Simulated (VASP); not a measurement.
Output of a VASP run:

**OSZICAR**
```
...
DAV:  10    -0.105633218123E+02   -0.66479E-06   -0.13939E-05   467   0.270E-02    0.108E-02
DAV:  11    -0.105633202706E+02    0.15416E-05   -0.43414E-06   467   0.135E-02    0.419E-03
DAV:  12    -0.105633203122E+02   -0.41585E-07   -0.44646E-07   221   0.471E-03
   1 F= -.10563320E+02 E0= -.10563320E+02  d E =-.105633E+02
       N       E                     dE             d eps       ncg     rms          rms(c)
DAV:   1    -0.105657419148E+02   -0.24216E-02   -0.59803E-02   447   0.127E+00    0.148E-01
DAV:   2    -0.105652761763E+02    0.46574E-03   -0.12878E-03   477   0.238E-01    0.919E-02
DAV:   3    -0.105650674850E+02    0.20869E-03   -0.41852E-04   487   0.114E-01    0.491E-02
DAV:   4    -0.105650644250E+02    0.30600E-05   -0.28431E-05   497   0.328E-02    0.542E-02
DAV:   5    -0.105650638014E+02    0.62365E-06   -0.18431E-06   271   0.108E-02
   2 F= -.10565064E+02 E0= -.10565064E+02  d E =-.174349E-02
       N       E                     dE             d eps       ncg     rms          rms(c)
DAV:   1    -0.105721942721E+02   -0.71298E-02   -0.45456E-01   442   0.351E+00    0.416E-01
DAV:   2    -0.105685563840E+02    0.36379E-02   -0.99436E-03   477   0.659E-01    0.251E-01
DAV:   3    -0.105669173283E+02    0.16391E-02   -0.33457E-03   477   0.321E-01    0.142E-01
DAV:   4    -0.105668994899E+02    0.17838E-04   -0.20465E-04   502   0.894E-02    0.152E-01
DAV:   5    -0.105668953681E+02    0.41218E-05   -0.15711E-05   482   0.295E-02    0.351E-02
DAV:   6    -0.105668950704E+02    0.29771E-06   -0.61032E-06   452   0.149E-02
   3 F= -.10566895E+02 E0= -.10566895E+02  d E =-.357476E-02
       N       E                     dE             d eps       ncg     rms          rms(c)
DAV:   1    -0.105669598805E+02   -0.64512E-04   -0.39681E-03   442   0.327E-01    0.387E-02
DAV:   2    -0.105669274988E+02    0.32382E-04   -0.87700E-05   477   0.622E-02    0.243E-02
DAV:   3    -0.105669122459E+02    0.15253E-04   -0.29197E-05   477   0.299E-02    0.130E-02
DAV:   4    -0.105669118500E+02    0.39588E-06   -0.17320E-06   296   0.849E-03
   4 F= -.10566912E+02 E0= -.10566912E+02  d E =-.359154E-02
       N       E                     dE             d eps       ncg     rms          rms(c)
DAV:   1    -0.105676063155E+02   -0.69407E-03   -0.41625E-02   457   0.109E+00    0.360E-01
DAV:   2    -0.105670698530E+02    0.53646E-03   -0.14938E-03   482   0.244E-01    0.127E-01
DAV:   3    -0.105668573317E+02    0.21252E-03   -0.15667E-04   482   0.719E-02    0.504E-02
DAV:   4    -0.105667412597E+02    0.11607E-03   -0.20117E-04   447   0.698E-02    0.640E-02
DAV:   5    -0.105667395942E+02    0.16655E-05   -0.96323E-06   537   0.193E-02    0.304E-02
DAV:   6    -0.105667399069E+02   -0.31273E-06   -0.20530E-07   221   0.358E-03
   5 F= -.10566740E+02 E0= -.10566740E+02  d E =0.171943E-03
       N       E                     dE             d eps       ncg     rms          rms(c)
DAV:   1    -0.105673534761E+02   -0.61388E-03   -0.15306E-02   457   0.660E-01    0.211E-01
DAV:   2    -0.105671589801E+02    0.19450E-03   -0.54830E-04   482   0.148E-01    0.797E-02
DAV:   3    -0.105670848714E+02    0.74109E-04   -0.56170E-05   482   0.432E-02    0.322E-02
DAV:   4    -0.105670455727E+02    0.39299E-04   -0.74180E-05   447   0.424E-02    0.375E-02
DAV:   5    -0.105670451467E+02    0.42597E-06   -0.35899E-06   442   0.118E-02
   6 F= -.10567045E+02 E0= -.10567045E+02  d E =-.133297E-03
```

File OUTCAR:
```
------------------------ aborting loop because EDIFF is reached ----------------------------------------
  FORCE on cell =-STRESS in cart. coord.  units (eV):
  Direction    XX          YY          ZZ          XY          YZ          ZX
  --------------------------------------------------------------------------------------
  Total       -0.0069890     -0.0069890     -0.0065839      0.0000000     -0.0000000      0.0000000
  in kB       -0.1156576     -0.1156576     -0.1089535      0.0000000     -0.0000000      0.0000000
  external PRESSURE =      -0.1134229 kB  Pullay stress =       0.0000000 kB
  volume of cell :       96.82
      direct lattice vectors                 reciprocal lattice vectors
     2.164313265 -3.748700264 -0.000000000     0.231020161 -0.133379562 -0.000000000
     2.164313265  3.748700264  0.000000000     0.231020161  0.133379562  0.000000000
     0.000000000 -0.000000000  5.966542399    -0.000000000 -0.000000000  0.167601256
 POSITION                                       TOTAL-FORCE (eV/Angst)
 -----------------------------------------------------------------------------------
      2.77228     -2.69566      3.97770         0.004728      0.008189      0.000000
      3.11268     -0.00000      5.96654        -0.009455      0.000000     -0.000000
      2.77228      2.69566      1.98885         0.004728     -0.008189     -0.000000
 -----------------------------------------------------------------------------------
    total drift:                               -0.000190     -0.000395      0.000015
  FREE ENERGIE OF THE ION-ELECTRON SYSTEM (eV)
  ---------------------------------------------------
  free  energy   TOTEN  =       -10.5670451467 eV

  energy  without entropy=      -10.5670451467  energy(sigma->0) =      -10.56704515

 reached required accuracy - stopping structural energy minimisation
```
(Selected blocks of OUTCAR.)

**POSCAR**
```
Te
1
    2.1870707474    -3.7881173706     0.0000000000
    2.1870707474     3.7881173706    -0.0000000000
    0.0000000000     0.0000000000     5.8827204430
Te
3
Direct
  1.0000000000   0.2816655890   0.6666670000
  0.7183344110   0.7183344110   0.0000000000
  0.2816655890   1.0000000000   0.3333330000
```

**Question.** Write an INCAR and KPOINTS that could have produced this output.

**Answer.** One answer among several that fit: the input of the run itself, PBEsol GGA, plane waves, VASP's PBE PAW potentials (set 64).

### INCAR
```
# general
SYSTEM =Te
PREC   =Accurate
ENCUT  =400
LREAL  =.FALSE.
LASPH  =.TRUE.

# electronic loop
EDIFF  =1E-6
NELM   =100
ALGO   =Normal
LMAXMIX=4

# smearing
ISMEAR =0
SIGMA  =0.05

# functional
GGA    =PS

# ions
IBRION =2
NSW    =60
ISIF   =3
EDIFFG =-0.02

# output
LWAVE  =.FALSE.
LCHARG =.FALSE.
```

KPOINTS:
```
Automatic mesh
0
Gamma
5 5 4
0 0 0
```

POTCAR, in this order: Te (PBE.64 set). Program: vasp_std.

The compound is Te in the trig structure. This run relaxes it. Symmetry was kept, so distortions that lower it aren't found. The start is the result of an earlier pass.
